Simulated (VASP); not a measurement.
## Si: relaxation of cell and atoms with PBE+D3(BJ)

The system is Si.

```xyz
2
Lattice="0.0000 2.7200 2.7200 2.7200 0.0000 2.7200 2.7200 2.7200 0.0000" Properties=species:S:1:pos:R:3 pbc="T T T"
Si    0.0000    0.0000    0.0000
Si    1.3600    1.3600    1.3600
```

The cell was built by a generator and needn't be a form met in nature.

| Item | Value |
| --- | --- |
| Program | VASP 6.6.1 |
| Task | relaxation of cell and atoms |
| Functional | PBE |
| Dispersion | D3(BJ) |
| Potentials or basis | VASP PAW PBE potentials, release 64 (Si) |
| Cutoff | 600 eV |
| k mesh | 10 × 10 × 10 |
| Occupations | gaussian, width 0.02 eV |
| Spin | no spin polarisation |
| Further INCAR settings | ALGO = Normal; EDIFF = 1e-07; IBRION = 2; EDIFFG = -0.005; NSW = 60; ISIF = 3 |

| Item | Value |
| --- | --- |
| Relaxed volume | 19.90 Å³/atom |
| Relaxed cell | a = 3.832 Å, b = 3.832 Å, c = 3.832 Å, α = 60.00°, β = 60.00°, γ = 60.00° |
| Space group after relaxing (to 0.05 Å) | Fd-3m (No. 227) |
| Energy gained by relaxing | 0.7 meV/atom |
| Ionic steps | 3 |
| Pressure after relaxing | 0.0 GPa |
| Band gap on the k mesh | 0.57 eV, indirect (least direct gap 2.57 eV) |
| Dispersion energy per atom | -0.316 eV |

Step by step:
```
step  energy change (eV)  largest force (eV/Å)  pressure (GPa)  volume (Å³)
   1              0.0000                0.0000           -0.99        40.25
   2             -0.0008                0.0000            0.66        39.53
   3             -0.0014                0.0000            0.01        39.80
```

Final structure:
```
Si
1.0
     0.00000    2.70994    2.70994
     2.70994    0.00000    2.70994
     2.70994    2.70994    0.00000
Si
2
Cartesian
  0.0000 0.0000 0.0000
  1.3550 1.3550 1.3550
```

Levels at points of the mesh, in eV from the valence-band top:
| k point | band 1 | band 2 | band 3 | band 4 | band 5 | band 6 | band 7 | band 8 |
| --- | --- | --- | --- | --- | --- | --- | --- | --- |
| (0.00, 0.00, 0.00) | -12.00 | 0.00 | 0.00 | 0.00 | 2.57 | 2.57 | 2.57 | 3.44 |
| (0.50, 0.00, 0.00) | -9.65 | -6.99 | -1.20 | -1.20 | 1.56 | 3.34 | 3.34 | 7.74 |
| (0.50, 0.50, 0.00) | -7.83 | -7.83 | -2.86 | -2.86 | 0.70 | 0.70 | 10.17 | 10.17 |

It took 12 s on 1 thread of Intel(R) Xeon(R) 6975P-C (Granite Rapids) (shared host), peak memory 0.18 GiB.

A k mesh can miss the band edges.
